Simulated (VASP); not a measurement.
Consider the following.

```yaml
crystal:
  lattice:
    - [4.86916, 0.00000, 0.00000]
    - [-2.43458, 4.21681, 0.00000]
    - [0.00000, 0.00000, 7.58688]
  atoms:
    - { symbol: Er, position: [0.33333, 0.66667, 0.24670] }
    - { symbol: Er, position: [0.66667, 0.33333, 0.75330] }
    - { symbol: Te, position: [0.00000, 0.00000, 0.00000] }
    - { symbol: Te, position: [0.33333, 0.66667, 0.64700] }
    - { symbol: Te, position: [0.66667, 0.33333, 0.35300] }
```

These are PBE GGA with D3 dispersion (zero damping), VASP's PBE PAW potentials (set 64) (plane waves; VASP) values and carry that method's errors. Run with 400 eV cut-off, 5×5×3 Γ-centred mesh, Gaussian smearing of 0.050 eV, potentials Er_3 Te.

The 4f electrons are frozen in the core of the lanthanide potential, so 4f levels, which can set the real gap, and their magnetism are missing.

Task: Give the force on each atom (eV/Å).

Result: 
```json
[
 {"atom": "Er1", "Fx": "0.000", "Fy": "0.000", "Fz": "-0.682"},
 {"atom": "Er2", "Fx": "0.000", "Fy": "0.000", "Fz": "0.682"},
 {"atom": "Te3", "Fx": "0.000", "Fy": "0.000", "Fz": "0.000"},
 {"atom": "Te4", "Fx": "0.000", "Fy": "0.000", "Fz": "-0.114"},
 {"atom": "Te5", "Fx": "0.000", "Fy": "0.000", "Fz": "0.114"}
]
```

Task: Give the stress tensor in GPa (positive for a compressed cell).

Result: 
```
2.09  0.00  0.00
0.00  2.09  0.00
0.00  0.00  3.75
```
The pressure is its mean diagonal, 2.64 GPa.

The structure was generated: Er2Te3 was put into the A-La2O3 type (P-3m1), which need not be its known phase. The cell was not relaxed at this level. The run is one of a series of settings (IVDW = 11 against the base run), some of them coarse on purpose.
